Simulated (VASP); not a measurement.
# Pb: Pb into a neighbouring Pb vacancy, part 3 of 4

How hard is this move in Pb: Pb into a neighbouring Pb vacancy? Both ends are relaxed first, then a band of images between them.

VASP 6.6.1; PBEsol; plane waves and PAW (Pb).

So far. Step 2 (Relax the host): The run ended after 2 ionic steps, 0.001 eV below its first step, once forces and stress met EDIFFG = -0.02. Step 3 (Relax the start): The run ended after 6 ionic steps, 0.120 eV below its first step, once the forces on the free atoms met EDIFFG = -0.05.

## (4) Relax the end

The end state is relaxed in the same way, so that both ends share their errors.

INCAR

```
SYSTEM = Pb
PREC = Normal
ENCUT = 280
EDIFF = 1E-05
NELM = 120
ISMEAR = 1
SIGMA = 0.15
LREAL = Auto
ALGO = Fast
GGA = PS
NBANDS = 84
LORBIT = 11
LWAVE = .FALSE.
LCHARG = .FALSE.
KPAR = 6
LASPH = .TRUE.
IBRION = 2
NSW = 60
ISIF = 2
EDIFFG = -0.05
POTIM = 0.4
MAXMIX = 40
ISYM = 0
```

POSCAR

```
Pb
1.0
    9.8443389664      0.0000000000      0.0000000000
    0.0000000000      9.8443389664      0.0000000000
    0.0000000000      0.0000000000      9.8443389664
Pb
31
Direct
    0.4994741179      0.0021448729     -0.0045728906
    0.7497183044      0.0000670438      0.2471042262
    0.0006761523     -0.0013231584      0.0017521640
    0.2497448440      0.2513594681      0.0024762325
    0.5007779691      0.4982208635     -0.0030765268
    0.7535622181      0.7497738961     -0.0013989054
    0.2502930762     -0.0003888759      0.2517312331
    0.5000689293      0.2500279340      0.2485482423
    0.7509539860      0.4978995711      0.2513528373
    0.5030960688     -0.0030975895      0.4949895483
    0.7512532660      0.2551763716      0.4979664966
    0.7474590559      0.0011965637      0.7482919694
   -0.0010280538      0.4992927560      0.0010808285
    0.2491765778      0.7505645536     -0.0003586493
   -0.0017160545      0.2493502331      0.2480691448
    0.2500132360      0.4977167259      0.2477796490
    0.5029599993      0.7498919496      0.2498904913
    0.0010392499     -0.0008550234      0.4995357020
    0.2508637426      0.2505737629      0.4976447444
    0.5016930392      0.4988004579      0.4978544442
    0.7481705728      0.7492065585      0.5033060630
    0.2476117525      0.0003252141      0.7456567437
    0.4999968166      0.2518275812      0.7495191890
    0.7487213871      0.5004703435      0.7514224454
    0.0013483030      0.7540073262      0.2504249498
   -0.0012035549      0.4997440576      0.4998527102
    0.2502209135      0.7499389948      0.5003534335
   -0.0033945399      0.2516854945      0.7488323456
    0.2476165821      0.5012956709      0.7526763118
    0.5010016481      0.7503274152      0.7481060784
    0.0058339465      0.7517883550      0.7476853811
```

KPOINTS

```
Automatic mesh
0
Monkhorst-Pack
2 2 2
0 0 0
```

PAW data sets: Pb (PBE family, release 64).

Started as:

```sh
$ mpirun -np 6 vasp_std
```

The log of the run:

```text
[... set-up lines as in an earlier step ...]
 entering main loop
       N       E                     dE             d eps       ncg     rms          rms(c)
DAV:   1     0.388443725883E+03    0.38844E+03   -0.26958E+04   672   0.686E+02
DAV:   2    -0.747275265244E+02   -0.46317E+03   -0.44616E+03   800   0.129E+02
DAV:   3    -0.120870094698E+03   -0.46143E+02   -0.44730E+02   816   0.458E+01
DAV:   4    -0.122343494855E+03   -0.14734E+01   -0.14465E+01   824   0.854E+00
DAV:   5    -0.122387099561E+03   -0.43605E-01   -0.43447E-01   872   0.157E+00    0.277E+01
RMM:   6    -0.122001133587E+03    0.38597E+00   -0.24141E-01   672   0.865E-01    0.166E+01
RMM:   7    -0.121843665863E+03    0.15747E+00   -0.45192E-01   673   0.122E+00    0.130E+00
RMM:   8    -0.121841506511E+03    0.21594E-02   -0.76065E-02   695   0.670E-01    0.710E-01
RMM:   9    -0.121843721806E+03   -0.22153E-02   -0.20792E-02   770   0.284E-01    0.515E-01
RMM:  10    -0.121843190043E+03    0.53176E-03   -0.39166E-03   679   0.125E-01    0.164E-01
RMM:  11    -0.121843283542E+03   -0.93499E-04   -0.89418E-04   709   0.714E-02    0.976E-02
RMM:  12    -0.121843289419E+03   -0.58765E-05   -0.26533E-04   746   0.316E-02    0.773E-02
RMM:  13    -0.121843277772E+03    0.11647E-04   -0.40649E-05   555   0.127E-02    0.643E-02
RMM:  14    -0.121843250297E+03    0.27474E-04   -0.49593E-05   592   0.157E-02    0.242E-02
RMM:  15    -0.121843246678E+03    0.36193E-05   -0.10244E-05   408   0.717E-03
   1 F= -.12184325E+03 E0= -.12182487E+03  d E =-.121843E+03
 curvature:   0.00 expect dE= 0.000E+00 dE for cont linesearch  0.000E+00
 trial: gam= 0.00000 g(F)=  0.129E-01 g(S)=  0.000E+00 ort = 0.000E+00 (trialstep = 0.100E+01)
 search vector abs. value=  0.129E-01
 bond charge predicted
       N       E                     dE             d eps       ncg     rms          rms(c)
DAV:   1    -0.121854733195E+03   -0.11483E-01   -0.93436E-02   784   0.699E-01    0.220E-01
RMM:   2    -0.121855462895E+03   -0.72970E-03   -0.84041E-03   672   0.196E-01    0.768E-02
RMM:   3    -0.121855604573E+03   -0.14168E-03   -0.12654E-03   725   0.731E-02    0.450E-02
RMM:   4    -0.121855623243E+03   -0.18670E-04   -0.17921E-04   756   0.276E-02    0.223E-02
RMM:   5    -0.121855622365E+03    0.87802E-06   -0.30526E-05   463   0.125E-02
   2 F= -.12185562E+03 E0= -.12183757E+03  d E =-.123757E-01
[...]
3 F= -.12188618E+03 E0= -.12186933E+03  d E =-.429361E-01
[...]
4 F= -.12191522E+03 E0= -.12190153E+03  d E =-.719741E-01
[...]
5 F= -.12191573E+03 E0= -.12190264E+03  d E =-.724813E-01
[...]
6 F= -.12192588E+03 E0= -.12191416E+03  d E =-.101551E-01
 trial-energy change:   -0.010155  1 .order   -0.009980   -0.011638   -0.008322
 step:   7.2638(harm= 10.5328)  dis= 0.02494  next Energy=  -121.932293 (dE=-0.166E-01)
 bond charge predicted
       N       E                     dE             d eps       ncg     rms          rms(c)
DAV:   1    -0.121928302282E+03   -0.24093E-02   -0.64097E-01   672   0.186E+00    0.615E-01
RMM:   2    -0.121933988401E+03   -0.56861E-02   -0.58360E-02   672   0.525E-01    0.460E-01
RMM:   3    -0.121935153281E+03   -0.11649E-02   -0.81951E-03   720   0.193E-01    0.520E-01
RMM:   4    -0.121935038517E+03    0.11476E-03   -0.12190E-03   764   0.713E-02    0.482E-01
RMM:   5    -0.121934845208E+03    0.19331E-03   -0.21218E-04   740   0.327E-02    0.448E-01
RMM:   6    -0.121934826956E+03    0.18252E-04   -0.52804E-05   582   0.151E-02    0.446E-01
RMM:   7    -0.121934841217E+03   -0.14261E-04   -0.93061E-06   407   0.658E-03    0.450E-01
RMM:   8    -0.121934881801E+03   -0.40585E-04   -0.43318E-06   398   0.399E-03    0.456E-01
RMM:   9    -0.121934921432E+03   -0.39631E-04   -0.42084E-06   408   0.349E-03    0.462E-01
RMM:  10    -0.121934885253E+03    0.36179E-04   -0.71986E-07   205   0.223E-03    0.456E-01
RMM:  11    -0.121934817665E+03    0.67588E-04   -0.78906E-06   403   0.463E-03    0.445E-01
RMM:  12    -0.121934788200E+03    0.29465E-04   -0.21994E-06   333   0.286E-03    0.438E-01
RMM:  13    -0.121934782330E+03    0.58695E-05   -0.65364E-07   195   0.214E-03
   7 F= -.12193478E+03 E0= -.12192472E+03  d E =-.190544E-01
 curvature:  -5.63 expect dE=-0.388E-02 dE for cont linesearch -0.144E-02
 trial: gam=-0.17323 g(F)=  0.688E-03 g(S)=  0.000E+00 ort = 0.114E-02 (trialstep = 0.385E+01)
 search vector abs. value=  0.445E-03
 reached required accuracy - stopping structural energy minimisation
```

Run time: 92 s. Hardware: 6 MPI ranks of Intel Xeon Platinum 8559C (Emerald Rapids), shared host; peak memory 1.9 GiB.

Parts of OUTCAR (step 4):

```text
 Found      4 irreducible k-points:

   NELECT =     124.0000    total number of electrons

 E-fermi :   4.5777

 k-point     1 :       0.2500    0.2500    0.2500
  band No.  band energies     occupation
    ...
     58       4.3104      2.03027
     59       4.3782      2.06797
     60       4.3877      2.07041
     61       4.5241      1.56409
     62       4.5277      1.53094
     63       4.6324      0.42636
     64       4.6389      0.36963
     65       4.7433     -0.06562
     66       4.9036     -0.00881
     67       5.0287     -0.00018
    ...

 k-point     2 :      -0.2500    0.2500    0.2500
  band No.  band energies     occupation
    ...
     58       4.3113      2.03073
     59       4.3822      2.06919
     60       4.3888      2.07056
     61       4.5190      1.61006
     62       4.5267      1.54043
     63       4.6322      0.42789
     64       4.6465      0.30747
     65       4.7413     -0.06432
     66       4.9174     -0.00622
     67       5.0314     -0.00016
    ...

  Total       -2.8587919     -2.9585738     -2.9596372      0.0017777      0.0324109      0.0762522
  in kB       -4.8010193     -4.9685918     -4.9703776      0.0029855      0.0544305      0.1280570
  external PRESSURE =      -4.9133296 kB  Pullay stress =       0.0000000 kB

 POSITION                                       TOTAL-FORCE (eV/Angst)
 -----------------------------------------------------------------------------------
      4.97561      0.05382      9.81373        -0.001293      0.001179      0.003709
      7.38341      0.04886      2.37496         0.001954      0.006091      0.029713
      9.79567      0.05645      9.83781         0.014844      0.002387      0.002781
      2.46737      2.46616      9.83224        -0.012348     -0.005529     -0.000827
      4.97124      4.86688      9.83557         0.014522     -0.003179     -0.000305
      7.39977      7.39934      9.83437         0.004393     -0.003416     -0.003641
      2.48246      0.01135      2.44010        -0.019809      0.025004     -0.027671
      4.97687      2.45551      2.38244         0.009734      0.006865      0.007150
      7.38845      4.86745      2.40914        -0.011339     -0.010588      0.002370
      4.94780      0.02138      4.90276         0.023010      0.013083     -0.009763
      7.38544      2.47093      4.91036        -0.015863     -0.001612     -0.020790
      7.37797      0.06868      7.42639         0.002536     -0.015963     -0.006627
      9.78936      4.87018      0.01199         0.009531      0.005644     -0.012329
      2.46151      7.38554      0.00844        -0.004450      0.001681     -0.003467
      9.77808      2.44736      2.40156         0.021310      0.006505      0.006846
      2.47436      4.90408      2.42613        -0.013307     -0.022948     -0.018812
      4.96524      7.37595      2.42220         0.018295      0.005178      0.002413
      9.82217      0.03500      4.91889        -0.012398      0.005807     -0.016602
      2.45012      2.45675      4.89948        -0.004162     -0.012392     -0.015146
      4.93880      4.90441      4.90742         0.035864     -0.020830      0.001379
      7.39173      7.36835      4.93992        -0.015087     -0.010431      0.019081
      2.46846      0.03881      7.37170        -0.013830      0.008443      0.025570
      4.96087      2.46697      7.41859         0.010081      0.008358     -0.007103
      7.38410      4.87835      7.44315        -0.007540      0.005289     -0.002961
      9.83325      7.39275      2.45142        -0.018338      0.005850     -0.023671
      9.82446      4.90068      4.93111        -0.027511     -0.019208     -0.005513
      2.47290      7.36750      4.90531        -0.009104      0.022638      0.012035
      9.77579      2.46727      7.43257         0.008096      0.006547      0.008648
      2.45604      4.89833      7.41571        -0.005605     -0.007035      0.017761
      4.93096      7.39780      7.39374         0.031162     -0.002516      0.008087
      9.83240      7.39710      7.40352        -0.013347     -0.000904      0.027685
 -----------------------------------------------------------------------------------
    total drift:                                0.015516      0.014339     -0.015073

  FREE ENERGIE OF THE ION-ELECTRON SYSTEM (eV)
  ---------------------------------------------------
  free  energy   TOTEN  =      -121.9347823304 eV

  energy  without entropy=     -121.9045874827  energy(sigma->0) =     -121.92471738

 total charge
# of ion       s       p       d       tot
------------------------------------------
    1        1.726   1.345   0.076   3.147
    2        1.726   1.342   0.075   3.143
    3        1.727   1.341   0.075   3.143
    4        1.740   1.367   0.081   3.188
    5        1.726   1.342   0.075   3.143
    6        1.740   1.367   0.081   3.188
    7        1.733   1.330   0.076   3.139
    8        1.727   1.340   0.075   3.141
    9        1.726   1.341   0.075   3.142
   10        1.733   1.330   0.076   3.139
   11        1.740   1.366   0.081   3.187
   12        1.726   1.343   0.075   3.144
   13        1.726   1.340   0.075   3.141
   14        1.718   1.300   0.081   3.099
   15        1.727   1.339   0.075   3.141
   16        1.733   1.333   0.076   3.142
   17        1.733   1.334   0.076   3.143
   18        1.733   1.331   0.076   3.140
   19        1.718   1.302   0.081   3.101
   20        1.733   1.330   0.076   3.139
   21        1.718   1.298   0.080   3.097
   22        1.733   1.331   0.076   3.140
   23        1.726   1.344   0.075   3.146
   24        1.727   1.338   0.075   3.139
   25        1.734   1.330   0.076   3.139
   26        1.733   1.332   0.076   3.141
   27        1.730   1.336   0.075   3.140
   28        1.726   1.343   0.075   3.144
   29        1.734   1.331   0.076   3.140
   30        1.734   1.328   0.075   3.138
   31        1.733   1.329   0.075   3.138
--------------------------------------------------
tot         53.620  41.401   2.369  97.390

[... 6 parts as in an earlier step ...]

[... 4 further parts left out ...]
```

Relaxation path:

```
step  energy less that of the first step (eV)  largest force (eV/Å)
   1                                   0.0000                0.1776
   2                                  -0.0124                0.1643
   3                                  -0.0429                0.1262
   4                                  -0.0720                0.0827
   5                                  -0.0725                0.0895
   6                                  -0.0826                0.0724
   7                                  -0.0915                0.0422
```

The atoms that moved most (Å):

```
atom      dx      dy      dz  length
 Pb3  -0.055   0.069  -0.024   0.092
Pb12   0.020   0.057   0.060   0.085
 Pb8   0.054  -0.006  -0.064   0.084
Pb31  -0.069  -0.004   0.043   0.082
 Pb2   0.003   0.048  -0.058   0.075
 Pb9  -0.004  -0.034  -0.065   0.074
Pb28  -0.035  -0.010   0.061   0.071
 Pb1   0.059   0.033   0.014   0.069
```

Final coordinates:

```
Pb
1.0
     9.84434    0.00000    0.00000
     0.00000    9.84434    0.00000
     0.00000    0.00000    9.84434
Pb
31
Direct
  0.50543 0.00547 0.99689
  0.75002 0.00496 0.24125
  0.99506 0.00573 0.99934
  0.25064 0.25052 0.99877
  0.50498 0.49438 0.99911
  0.75168 0.75163 0.99899
  0.25217 0.00115 0.24787
  0.50556 0.24943 0.24201
  0.75053 0.49444 0.24472
  0.50260 0.00217 0.49803
  0.75022 0.25100 0.49880
  0.74946 0.00698 0.75438
  0.99442 0.49472 0.00122
  0.25004 0.75023 0.00086
  0.99327 0.24861 0.24395
  0.25135 0.49816 0.24645
  0.50438 0.74926 0.24605
  0.99775 0.00356 0.49967
  0.24889 0.24956 0.49769
  0.50169 0.49820 0.49850
  0.75086 0.74849 0.50180
  0.25075 0.00394 0.74883
  0.50393 0.25060 0.75359
  0.75009 0.49555 0.75608
  0.99887 0.75096 0.24902
  0.99798 0.49782 0.50091
  0.25120 0.74840 0.49829
  0.99304 0.25063 0.75501
  0.24949 0.49758 0.75330
  0.50089 0.75148 0.75107
  0.99879 0.75141 0.75206
```

Numbers from this step:

| Property | Result |
| --- | --- |
| electronic cycles | 67 |
| free energy (TOTEN) | -121.9348 eV |
| energy at zero smearing | -121.9247 eV |
| Fermi energy | 4.578 eV |

The run ended after 7 ionic steps, 0.092 eV below its first step, once the forces on the free atoms met EDIFFG = -0.05.

A spacing of under 0.3 eV between levels on this mesh is not given as a gap, since the run was smeared as a metal.

(Part 3 of 4 ends here.)

[Lines on the potential files, build, host, timing and source positions are cut from VASP's logs without a mark.]

[Logs are printed without paths, hosts, clocks, repeated set-up lines and the standing remarks that a program may print on its own settings, such as how far it seeks lower states.]

[Hosts, paths, dates, database ids (printed as entryN), source tags and the programs' standing remarks are cut or masked in the printed files.]

[Runs that stopped without an error message from VASP are left out.]
